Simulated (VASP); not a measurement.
Consider the following.

```xyz
2
Lattice="0.0000 2.5406 2.5406 2.5406 0.0000 2.5406 2.5406 2.5406 0.0000" Properties=species:S:1:pos:R:3 pbc="T T T"
Mg     0.0000     0.0000     0.0000
S      2.5406     2.5406     2.5406
```

The numbers are results of PBEsol GGA, VASP's PBE PAW potentials (set 64) (plane waves; VASP), not measurements. Run with 500 eV cut-off, 9×9×9 Γ-centred mesh, Gaussian smearing of 0.050 eV, potentials Mg S.

Energy and stress use the plane-wave basis of the starting cell.

Q: The ions, cell shape and volume at an external pressure of 10.0 GPa are relaxed. Give the cell that the relaxation ends in.

A: 
```xyz
2
Lattice="0.0000 2.5019 2.5019 2.5019 0.0000 2.5019 2.5019 2.5019 0.0000" Properties=species:S:1:pos:R:3 pbc="T T T"
Mg     0.0000     0.0000     0.0000
S      2.5019     2.5019     2.5019
```
Space group Fm-3m (225), at a tolerance of 0.03 Å.

Q: How do energy and volume change from the first to the last step?

A: The energy (σ→0) changes by +34.1 meV/atom and the volume by -4.5 %, in 3 ionic steps.

```tsv
step	E(σ→0) (eV)	max force (eV/Å)	pressure (GPa)	volume (Å³)
1	-9.0463	0.000	5.00	32.80
2	-8.9124	0.000	13.62	30.43
3	-8.9780	0.000	9.99	31.32
```

The structure was generated: MgS was put into the rock salt type (Fm-3m), which need not be its known phase. This run relaxes it under an external pressure of 10 GPa. Symmetry was kept, so distortions that lower it aren't found.
